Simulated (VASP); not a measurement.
Here is the system:

```
CELL_PARAMETERS angstrom
      3.98971     0.00000     0.00000
     -1.99486     3.45519     0.00000
      0.00000     0.00000     5.91295
ATOMIC_POSITIONS crystal
  Ag 0.00000 0.00000 0.00000
  Ag 0.00000 0.00000 0.50000
  Cl 0.33333 0.66667 0.25000
  Cl 0.66667 0.33333 0.75000
```

All values below come from PBEsol GGA, VASP's PBE PAW potentials (set 64) (plane waves; VASP 6.6.1). Settings: 400 eV cut-off, Gaussian smearing of 0.050 eV, potentials Ag Cl.

Task: Give the energies of bands 7 to 20 at the high-symmetry points, in eV from the valence-band maximum.

Result: 
| band | Γ | M | K | A | L | H |
|---|---|---|---|---|---|---|
| 7 | -2.86 | -3.65 | -4.05 | -4.10 | -3.88 | -4.10 |
| 8 | -2.86 | -3.50 | -3.46 | -4.10 | -3.88 | -4.10 |
| 9 | -2.59 | -3.42 | -3.06 | -2.53 | -2.68 | -2.48 |
| 10 | -2.59 | -2.38 | -2.42 | -2.53 | -2.68 | -2.48 |
| 11 | -2.53 | -2.33 | -2.42 | -2.53 | -2.27 | -2.46 |
| 12 | -2.53 | -2.25 | -2.12 | -2.53 | -2.27 | -2.46 |
| 13 | -2.08 | -2.21 | -2.12 | -2.33 | -2.15 | -2.16 |
| 14 | -2.02 | -2.08 | -1.78 | -2.33 | -2.15 | -2.16 |
| 15 | -2.02 | -2.03 | -1.26 | -0.73 | -1.03 | -1.89 |
| 16 | -0.99 | -1.78 | -1.26 | -0.73 | -1.03 | -1.89 |
| 17 | 0.00 | -0.27 | -1.18 | -0.73 | -0.96 | -0.11 |
| 18 | 0.00 | -0.06 | -1.18 | -0.73 | -0.96 | -0.11 |
| 19 | 0.74 | 4.41 | 4.11 | 2.86 | 3.33 | 4.47 |
| 20 | 3.66 | 4.55 | 4.91 | 2.86 | 3.33 | 4.47 |

The gap is direct, 0.74 eV, from the valence maximum at Γ to the conduction minimum at Γ.

The structure was generated: AgCl was put into the NiAs type type (P6_3/mmc), which need not be its known phase. It was relaxed first, which changed the volume by +11 %.
